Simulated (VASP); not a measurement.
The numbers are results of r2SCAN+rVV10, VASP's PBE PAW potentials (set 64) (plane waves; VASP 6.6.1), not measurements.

A VASP calculation is set up with these files.

### POSCAR
```
CdSe
1
    0.0000000000     3.0577112836     3.0577112836
    3.0577112836    -0.0000000000     3.0577112836
    3.0577112836     3.0577112836     0.0000000000
Cd Se
1 1
Direct
  0.0000000000   0.0000000000   0.0000000000
  0.2500000000   0.2500000000   0.2500000000
```

INCAR:
```
ISIF  =  3   ! ions, shape and volume
LCHARG  =  F
ALGO  =  Normal   ! blocked Davidson
EDIFF  =  1E-6   ! SCF stop (eV)
ISMEAR  =  0   ! Gaussian
BPARAM  =  11.95
PREC  =  Accurate
SIGMA  =  0.05
EDIFFG  =  -0.01
LMIXTAU  =  T
IBRION  =  2   ! conjugate gradients
NELM  =  100   ! most electronic steps
ENCUT  =  520
METAGGA  =  R2SCAN
NSW  =  60
LWAVE  =  F
LREAL  =  F   ! projection in real space or not
LMAXMIX  =  4   ! l cut-off of mixed one-centre charges
SYSTEM  =  CdSe
CPARAM  =  0.0093
LASPH  =  T   ! aspherical one-centre terms
LUSE_VDW  =  T
```

KPOINTS:
```
Automatic mesh
0
Gamma
7 7 7
0 0 0
```

POTCAR, in this order: Cd Se (PBE.64 set). Program: vasp_std.

The run wrote:

File OSZICAR:
```
       N       E                     dE             d eps       ncg     rms          rms(c)
DAV:   1     0.766901165709E+02    0.76690E+02   -0.91532E+03   528   0.127E+03
DAV:   2    -0.352522471149E+02   -0.11194E+03   -0.10623E+03   600   0.294E+02
DAV:   3    -0.401812050286E+02   -0.49290E+01   -0.49176E+01   610   0.638E+01
DAV:   4    -0.402052637727E+02   -0.24059E-01   -0.24057E-01   565   0.451E+00
DAV:   5    -0.402054188657E+02   -0.15509E-03   -0.15509E-03   610   0.328E-01    0.603E+00
DAV:   6    -0.352171209177E+02    0.49883E+01   -0.38744E+00   520   0.309E+01    0.800E+00
DAV:   7    -0.352808978715E+02   -0.63777E-01   -0.37198E-01   520   0.779E+00    0.444E+00
DAV:   8    -0.351850924538E+02    0.95805E-01   -0.34687E-01   525   0.538E+00    0.767E-01
DAV:   9    -0.353175801392E+02   -0.13249E+00   -0.11187E-01   525   0.322E+00    0.526E-01
DAV:  10    -0.353062752350E+02    0.11305E-01   -0.11132E-02   530   0.108E+00    0.323E-01
DAV:  11    -0.353200892193E+02   -0.13814E-01   -0.14314E-02   525   0.123E+00    0.910E-02
DAV:  12    -0.353210973420E+02   -0.10081E-02   -0.10272E-03   570   0.323E-01    0.102E-01
DAV:  13    -0.353210977516E+02   -0.40957E-06   -0.32919E-04   525   0.198E-01    0.166E-02
DAV:  14    -0.353214375917E+02   -0.33984E-03   -0.17466E-04   530   0.141E-01    0.454E-03
DAV:  15    -0.353214420006E+02   -0.44089E-05   -0.21886E-05   580   0.466E-02    0.337E-03
DAV:  16    -0.353214452292E+02   -0.32286E-05   -0.14174E-05   530   0.390E-02    0.326E-03
DAV:  17    -0.353214472119E+02   -0.19827E-05   -0.11222E-06   360   0.118E-02    0.681E-04
DAV:  18    -0.353214491170E+02   -0.19050E-05   -0.96170E-07   370   0.104E-02    0.319E-04
DAV:  19    -0.353214490805E+02    0.36530E-07   -0.40656E-08   265   0.197E-03
   1 F= -.35321449E+02 E0= -.35321449E+02  d E =-.353214E+02
```

OUTCAR:
```
------------------------ aborting loop because EDIFF is reached ----------------------------------------
  FORCE on cell =-STRESS in cart. coord.  units (eV):
  Direction    XX          YY          ZZ          XY          YZ          ZX
  --------------------------------------------------------------------------------------
  Total        0.0017907      0.0017907      0.0017907      0.0000000      0.0000000      0.0000000
  in kB        0.0501772      0.0501772      0.0501772      0.0000000      0.0000000      0.0000000
  external PRESSURE =       0.0501772 kB  Pullay stress =       0.0000000 kB
  volume of cell :       57.18
      direct lattice vectors                 reciprocal lattice vectors
     0.000000000  3.057711284  3.057711284    -0.163520998  0.163520998  0.163520998
     3.057711284  0.000000000  3.057711284     0.163520998 -0.163520998  0.163520998
     3.057711284  3.057711284  0.000000000     0.163520998  0.163520998 -0.163520998
  FREE ENERGIE OF THE ION-ELECTRON SYSTEM (eV)
  ---------------------------------------------------
  free  energy   TOTEN  =       -35.3214490805 eV

  energy  without entropy=      -35.3214490805  energy(sigma->0) =      -35.32144908

 reached required accuracy - stopping structural energy minimisation
```
(Selected blocks of OUTCAR.)

The compound is CdSe in the zinc blende structure, whereas wurtzite is the usual form. It was relaxed first. The start is the result of an earlier pass.
